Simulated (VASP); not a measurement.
Data:

```yaml
crystal:
  lattice:
    - [0.00000, 2.61132, 2.61132]
    - [2.61132, 0.00000, 2.61132]
    - [2.61132, 2.61132, 0.00000]
  atoms:
    - { symbol: Mg, position: [0.00000, 0.00000, 0.00000] }
    - { symbol: S, position: [0.50000, 0.50000, 0.50000] }
```

These are PBE GGA, VASP's PBE PAW potentials (set 64) (plane waves; VASP 6.6.1) values and carry that method's errors. Run with PREC = Normal, EDIFF = 1E-5, 400 eV cut-off, 9×9×9 Γ-centred mesh, Gaussian smearing of 0.050 eV, potentials Mg S.

Estimate the energy per atom (σ→0).

```yaml
energy per atom (σ→0): -4.251 eV/atom
```

Only differences to runs with the same potentials and settings are physical.

The structure comes from a computed database's MgS entry (Fm-3m); how it stands against other phases isn't given here. It was relaxed first.
